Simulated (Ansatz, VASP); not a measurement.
# Cross-check of Ge (Ge(110)) between VASP and Ansatz, part 2 of 2

Aim: how closely do two programs agree when they are given the same cell, functional and k mesh?  Valence electrons are named where the data sets of a main pair hold unlike numbers.

VASP 6.6.1 and Ansatz 0.2.0.

So far: The starting structure; VASP: band structure, PBE.

### Step 3. Ansatz: band structure, PBE

Level of this step: Ansatz beside VASP: Kohn-Sham DFT, plane waves, PBE (Ansatz).

Ansatz runs on its default PAW (the set named soft_2) files.

The same cell, functional, mesh and smearing now go to Ansatz, which takes its cutoff from its data sets.

Input file input.yaml:

```yaml
crystal:
  lattice:
    - [4.2571635983, 0.0, 0.0]
    - [0.0, 6.020538498, 0.0]
    - [0.0, 0.0, 32.1126452076]
  atoms:
    - { symbol: Ge, position: [0.75, 0.3953045226, 0.7446951987] }
    - { symbol: Ge, position: [0.25, 0.6046954774, 0.7446951987] }
    - { symbol: Ge, position: [0.25, 0.8846347056, 0.6878452148] }
    - { symbol: Ge, position: [0.75, 0.1153652944, 0.6878452148] }
    - { symbol: Ge, position: [0.75, 0.3805628615, 0.6261999601] }
    - { symbol: Ge, position: [0.25, 0.6194371385, 0.6261999601] }
    - { symbol: Ge, position: [0.25, 0.8777052195, 0.5628771775] }
    - { symbol: Ge, position: [0.75, 0.1222947805, 0.5628771775] }
    - { symbol: Ge, position: [0.75, 0.3796495513, 0.5] }
    - { symbol: Ge, position: [0.25, 0.6203504487, 0.5] }
    - { symbol: Ge, position: [0.25, 0.8777052195, 0.4371228225] }
    - { symbol: Ge, position: [0.75, 0.1222947805, 0.4371228225] }
    - { symbol: Ge, position: [0.75, 0.3805628615, 0.3738000399] }
    - { symbol: Ge, position: [0.25, 0.6194371385, 0.3738000399] }
    - { symbol: Ge, position: [0.25, 0.8846347056, 0.3121547852] }
    - { symbol: Ge, position: [0.75, 0.1153652944, 0.3121547852] }
    - { symbol: Ge, position: [0.75, 0.3953045226, 0.2553048013] }
    - { symbol: Ge, position: [0.25, 0.6046954774, 0.2553048013] }
hamiltonian:
  xc: pbe
  pseudopotentials: { kind: paw }
kpoints:
  mp_grid: { grid: [6, 4, 1] }
  band_path:
    path:
      - [0.0, 0.0, 0.0]
      - [0.07692, 0.0, 0.0]
      - [0.15385, 0.0, 0.0]
      - [0.26923, 0.0, 0.0]
      - [0.34615, 0.0, 0.0]
      - [0.42308, 0.0, 0.0]
      - [0.5, 0.0, 0.0]
      - [0.5, 0.07692, 0.0]
      - [0.5, 0.19231, 0.0]
      - [0.5, 0.26923, 0.0]
      - [0.5, 0.34615, 0.0]
      - [0.5, 0.46154, 0.0]
      - [0.5, 0.5, 0.0]
      - [0.42308, 0.5, 0.0]
      - [0.30769, 0.5, 0.0]
      - [0.23077, 0.5, 0.0]
      - [0.11538, 0.5, 0.0]
      - [0.03846, 0.5, 0.0]
      - [0.0, 0.5, 0.0]
      - [0.0, 0.38462, 0.0]
      - [0.0, 0.30769, 0.0]
      - [0.0, 0.23077, 0.0]
      - [0.0, 0.11538, 0.0]
      - [0.0, 0.03846, 0.0]
      - [0.03846, 0.03846, 0.0]
      - [0.11538, 0.11538, 0.0]
      - [0.19231, 0.19231, 0.0]
      - [0.30769, 0.30769, 0.0]
      - [0.38462, 0.38462, 0.0]
      - [0.5, 0.5, 0.0]
    npoints: 1
scf:
  occupations: { method: gaussian, width: 0.03 }
  n_extra_bands: 15
efield:
  axis: 3
  dipole_correction: true
  ramp_width: 0.04
output:
  forces: true
  eigenvalues: true
```

Launch:

```
> ansatz run input.yaml --threads 8 --pin off --max-ram 18432MiB --backend cpu --events-out ev --progress --plain --runs-dir out
```

Numbers of over 12 decimals in the logs are rounded to 6 here.

What it wrote:

```text
scf.n_extra_bands = 15 over 126 filled bands (N_el = 252.0): the run solves 141 bands
Engine: ansatz 0.2.0, aarch64-unknown-linux-gnu
Pseudopotentials: kind: paw
Pseudopotential: Ge, paw, valence charge 14, recommended cutoff 420 eV (normal), Ge.paw.azcp
Functional definition: PBE
  parameter kappa = 0.804
  parameter beta = 0.066725
  exchange = pbe_x(kappa = kappa, mu = beta*pi^2/3)
  correlation = pbe_c(beta = beta)
Crystal: 18 atoms, lattice volume = 823.060 Å³
Basis set: ecut = 420 eV, 16025 PW (Γ), exchange–correlation on 60×90×432 points (8 copies of the dense FFT grid, shifted against one another)
Bands: 141, of which v1, the nominal top of the filled ones, is band 126 counted from 1 (125 counted from 0)
Symmetry: 4 space group operations
k-points: 12 of 24
Non-local potential: Ge, projectors of the file, l = 0: 2, l = 1: 2, l = 2: 3, l = 3: 1
PAW form: soft (Blöchl's): semilocal exchange-correlation on the pseudo side does not see the compensation charge
PAW one-centre angular grid: Ge, 590 points (default); XC on 64 Gauss nodes
Initial density: superposition of atomic densities (neutral atoms: chi_scale 0, normalization atom), corrected by the library's trained network
Initial wavefunctions: pseudopotential atomic-orbital guess
Functional: x = pbe(κ = 0.804, μ = 0.219515), c = pbe(β = 0.066725)
SCF iter   1: F=—  HF=-77305.616130 eV  |F-HF|=—  |Δ(HF+E_count)|=         —  Δρ=2.08e-3  dr2=8.99e-2  ethr=1.77e-3  p=0.000 e·Å  D=7.43e-14 V/Å  ΔV_dip=-0.00 eV  dr2_dipole=4.95e-9  V_vac-E_F(+/−)=4.44/4.44 eV  ⟨swp⟩=6.2  Hψ=5888  notcnv=0  defer=29
efield: sawtooth ramp at fractional position 0.9800 (placed from the atoms, in the widest stretch of the axis that holds none; the zero of the levels goes with the place), width 0.0400; the density the first Hamiltonian is built on has a dipole p = 0.000 e·Å; the dipole correction subtracts the counter field D = 7.43e-14 V/Å, which shifts the + side's vacuum level by -0.00 eV against the − side's; the planar-averaged density in the ramp window peaks in size at 2.8e-5 e/Å³
preconditioner: auto → LDOS  [insulator: Δε(μ)=0.044 eV  Ē_g=20.900 eV  σ=0.030 eV  W_gap=0.55  n_scr=168 (ndim 8)  ℏωp=20.5 eV  f_vac=0.438  D(μ)=6.33/eV (n_scr^D=22)  ε∞_Penn≈2.0  β→1.0]
SCF iter   2: F=—  HF=-77305.605024 eV  |F-HF|=—  |Δ(HF+E_count)|=   1.11e-2  Δρ=8.44e-4  dr2=1.22e-2  ethr=3.57e-5  p=0.000 e·Å  D=2.61e-6 V/Å  ΔV_dip=-0.00 eV  dr2_dipole=2.43e-7  V_vac-E_F(+/−)=4.54/4.54 eV  ⟨swp⟩=2.1  Hψ=2716  notcnv=0  defer=100
SCF iter   3: F=—  HF=-77305.603169 eV  |F-HF|=—  |Δ(HF+E_count)|=   1.85e-3  Δρ=3.02e-4  dr2=2.74e-3  ethr=4.83e-6  p=0.000 e·Å  D=2.02e-6 V/Å  ΔV_dip=-0.00 eV  dr2_dipole=7.01e-8  V_vac-E_F(+/−)=4.56/4.56 eV  ⟨swp⟩=2.1  Hψ=2538  notcnv=0  defer=100
SCF iter   4: F=—  HF=-77305.602892 eV  |F-HF|=—  |Δ(HF+E_count)|=   2.77e-4  Δρ=1.41e-4  dr2=4.63e-4  ethr=1.09e-6  p=0.000 e·Å  D=7.87e-7 V/Å  ΔV_dip=-0.00 eV  dr2_dipole=3.94e-9  V_vac-E_F(+/−)=4.57/4.57 eV  ⟨swp⟩=2.9  Hψ=3115  notcnv=0  defer=100
SCF iter   5: F=—  HF=-77305.602789 eV  |F-HF|=—  |Δ(HF+E_count)|=   1.03e-4  Δρ=3.38e-5  dr2=4.81e-5  ethr=1.84e-7  p=0.000 e·Å  D=4.54e-7 V/Å  ΔV_dip=-0.00 eV  dr2_dipole=1.39e-9  V_vac-E_F(+/−)=4.58/4.58 eV  ⟨swp⟩=3.0  Hψ=3265  notcnv=0  defer=100
SCF iter   6: F=—  HF=-77305.602548 eV  |F-HF|=—  |Δ(HF+E_count)|=   2.41e-4  Δρ=1.57e-5  dr2=6.28e-6  ethr=1.91e-8  p=0.000 e·Å  D=1.51e-7 V/Å  ΔV_dip=-0.00 eV  dr2_dipole=1.30e-10  V_vac-E_F(+/−)=4.58/4.58 eV  ⟨swp⟩=2.0  Hψ=1976  notcnv=0  defer=100
SCF iter   7: F=—  HF=-77305.602548 eV  |F-HF|=—  |Δ(HF+E_count)|=   5.78e-8  Δρ=6.20e-6  dr2=8.82e-7  ethr=2.49e-9  p=0.000 e·Å  D=3.06e-8 V/Å  ΔV_dip=-0.00 eV  dr2_dipole=1.23e-11  V_vac-E_F(+/−)=4.59/4.59 eV  ⟨swp⟩=2.0  Hψ=2441  notcnv=0  defer=100
SCF iter   8: F=—  HF=-77305.602548 eV  |F-HF|=—  |Δ(HF+E_count)|=   1.62e-7  Δρ=2.44e-6  dr2=1.81e-7  ethr=3.50e-10  p=0.000 e·Å  D=1.18e-8 V/Å  ΔV_dip=-0.00 eV  dr2_dipole=8.10e-13  V_vac-E_F(+/−)=4.59/4.59 eV  ⟨swp⟩=2.0  Hψ=1982  notcnv=0  defer=100
SCF iter   9: F=-77305.602549 eV  HF=-77305.602549 eV  |F-HF|=5.85e-9  |Δ(HF+E_count)|=   2.93e-8  Δρ=1.03e-6  dr2=2.08e-8  ethr=3.97e-11  p=0.000 e·Å  D=2.74e-9 V/Å  ΔV_dip=-0.00 eV  dr2_dipole=1.96e-13  V_vac-E_F(+/−)=4.59/4.59 eV  ⟨swp⟩=10.3  Hψ=6421  notcnv=0
SCF 1 converged in 9 iterations: F = -77305.602549 eV  dr2 = 2.08e-8
  greatest PAW one-centre occupation: 0.998 electrons in one spin orbital (limit 2), on the Ge atom at site 17 (counted from 0), in its partial waves of l = 2
NSCF: frozen V_eff on 30 k-points
efield: sawtooth ramp at fractional position 0.9800 (kept from the solve that this one continues, or follows in the run), width 0.0400; the density the first Hamiltonian is built on has a dipole p = 0.000 e·Å; the dipole correction subtracts the counter field D = 2.74e-9 V/Å, which shifts the + side's vacuum level by -0.00 eV against the − side's; the planar-averaged density in the ramp window peaks in size at 6.1e-6 e/Å³
SCF converged after 9 iterations
Free energy (F): -77305.602549 eV
Harris-Foulkes:  -77305.602549 eV  (|F-HF|=5.85e-9)
Internal energy: -77305.599520 eV  (E = F + TS)
E sigma→0 (E₀):  -77305.601034 eV
Entropy (-TS):   -0.003029 eV (-0.168 meV/atom)
Fermi energy:    1.912312 eV
Dipole field:    D = 0.000000 V/Å  (p = 0.000001 e·Å, saw-weighted, corrected)
Work function:   Φ+ = 4.5873 eV   Φ− = 4.5873 eV
Levels:          The Fermi level and band energies are counted from a zero that moves with the ramp; work functions are not
--- Per-component energies (eV) ---
  E_band       = -4312.384274
  E_kinetic    = 1977.889192
  E_local      = -283918.070490  (includes V_loc(G=0)·N_el)
  E_nonlocal   = 7510.794220
  E_hartree    = 138427.975955
  E_xc         = -1346.266860
  E_vxc        = -1143.114492  (∫ρ·V_xc dr)
  E_paw        = -36337.423554  (= ΣΔE_a)
  E_vpaw       = -5595.851593  (= ΣTr[D̂ρ^β])
  E_aug_tail   = 0.005399  (compensation charges beyond the density's cutoff)
  E_efield     = 0.000000  (sawtooth field / dipole correction)
  E_vefield    = 0.000000  (∫n·V_field dr)
  E_ewald      = 96379.496617
  E_smearing   = -0.003029  (= −TS)
  E_closure    = 0.000000  (closes the sum)
  Σ components = -77305.602549   (vs F -77305.602549, Δ=0.00e0)
--- Forces (eV/Å), atoms counted from 1 ---
  atom   1  Ge     0.00000000     0.01950482    -0.06442316
  atom   2  Ge     0.00000000    -0.01950482    -0.06442316
  atom   3  Ge     0.00000000     0.00578259     0.00489722
  atom   4  Ge     0.00000000    -0.00578259     0.00489722
  atom   5  Ge     0.00000000    -0.01976146    -0.01431844
  atom   6  Ge     0.00000000     0.01976146    -0.01431844
  atom   7  Ge     0.00000000     0.02841345    -0.01577410
  atom   8  Ge     0.00000000    -0.02841345    -0.01577410
  atom   9  Ge     0.00000000    -0.03991488    -0.00000017
  atom  10  Ge     0.00000000     0.03991488    -0.00000017
  atom  11  Ge     0.00000000     0.02841306     0.01577418
  atom  12  Ge     0.00000000    -0.02841306     0.01577418
  atom  13  Ge     0.00000000    -0.01976171     0.01431866
  atom  14  Ge     0.00000000     0.01976171     0.01431866
  atom  15  Ge     0.00000000     0.00578262    -0.00489722
  atom  16  Ge     0.00000000    -0.00578262    -0.00489722
  atom  17  Ge     0.00000000     0.01950488     0.06442305
  atom  18  Ge     0.00000000    -0.01950488     0.06442305
  max |Σ_I F_I| component: 2.76e-8 eV/Å
--- Band table (eV; the first three rows and the last of 12) ---
  k-point 0: bands = [... 122 lower, 1.1943, 1.4481, 1.6562, 2.0413, 2.0843, 2.4083, 2.4642, 2.5455, ... 11 higher]
  k-point 1: bands = [... 122 lower, 0.9998, 1.0474, 1.3993, 1.4909, 1.9982, 2.0994, 2.4849, 2.5311, ... 11 higher]
  k-point 2: bands = [... 122 lower, 0.5182, 0.5234, 0.9992, 1.2573, 1.3673, 1.7666, 2.2863, 2.3414, ... 11 higher]
  k-point 11: bands = [... 122 lower, 0.4483, 0.4483, 1.4336, 1.4336, 2.0512, 2.0512, 3.0738, 3.0738, ... 11 higher]
```

Run time: 95 s. Hardware: 8 threads of Arm Neoverse N1, shared host; peak memory 5.7 GiB; 12 min of CPU time.

The column dr2 measures how far the density is from self-consistency, as an energy; F and HF (Harris–Foulkes) agree once it is small.

### Step 4. Side by side

Known differences besides the potentials themselves: the data sets hold 252 valence electrons in Ansatz (on its default PAW (the set named soft_2) files) and 72 in VASP; the cutoff is 420 eV in Ansatz and 320 eV in VASP (PREC = Normal, projectors in real space); VASP leaves aspherical gradient terms in its spheres out (LASPH is not set), Ansatz keeps them. Total energies have different zeros and are not compared.

Both answers:

| quantity | Ansatz | VASP | difference |
| --- | --- | --- | --- |
| work function, lower of the two faces (eV) | 4.59 | 4.59 | 0.00 |
| work function, higher of the two faces (eV) | 4.59 | 4.59 | 0.00 |

At this near-relaxed geometry the largest component of a force difference is 58 meV/Å. Levels from 3 eV below to 2 eV above the Fermi level differ by 4 meV r.m.s. and 23 meV at most; each VASP level is matched to the nearest of Ansatz, which flatters the figure a little. VASP's log warns that it found no field-free region in the vacuum, so its work functions are uncertain. With vacuum in the cell, a pressure given here is an average over mostly empty space and none of the material.

### Step 5. Other set-ups

Further runs change the set-up of one program: Ansatz's method, potentials or start, or VASP's data sets, cutoff or form of LDA. The table gives Ansatz less VASP for each quantity, since a change that brings one quantity closer may part another.

| run | r.m.s. force difference (meV/Å) | work function, lower of the two faces (eV) | work function, higher of the two faces (eV) |
| --- | --- | --- | --- |
| as above | 18 | 2.3e-4 | 2.4e-4 |
| Ansatz's larger PAW set (cutoff 560 eV) | 18 | 3.6e-4 | 3.7e-4 |
| norm-conserving potentials (cutoff 1061 eV) | 17 | 2.0e-5 | 3.0e-5 |

### Step 6. Results

| Property | Result |
| --- | --- |
| r.m.s. force difference (band structure, PBE) | 18 meV/Å |

**Reading.** The r.m.s. force difference is 18 meV/Å (band structure, PBE), beyond the 12 meV/Å picked in this series as the mark of a large difference. The data sets hold unlike numbers of valence electrons (252 in Ansatz and 72 in VASP), so part of the differences comes from the potentials. Band structure, PBE, Ansatz's larger PAW set (cutoff 560 eV): the difference in work function, lower of the two faces goes from 2.3e-4 to 3.6e-4 eV; the difference in work function, higher of the two faces goes from 2.4e-4 to 3.7e-4 eV. Band structure, PBE, norm-conserving potentials (cutoff 1061 eV): the difference in work function, lower of the two faces goes from 2.3e-4 to 2.0e-5 eV; the difference in work function, higher of the two faces goes from 2.4e-4 to 3.0e-5 eV. How closely two codes agree says nothing of how well the functional describes the real material.

[Lines on the potential files, build, host, timing and source positions are cut from VASP's logs without a mark.]

[Logs are printed without paths, hosts, clocks, repeated set-up lines and the standing remarks that a program may print on its own settings, such as how far it seeks lower states.]

[Hosts, paths, dates, database ids (printed as entryN), source tags and the programs' standing remarks are cut or masked in the printed files.]
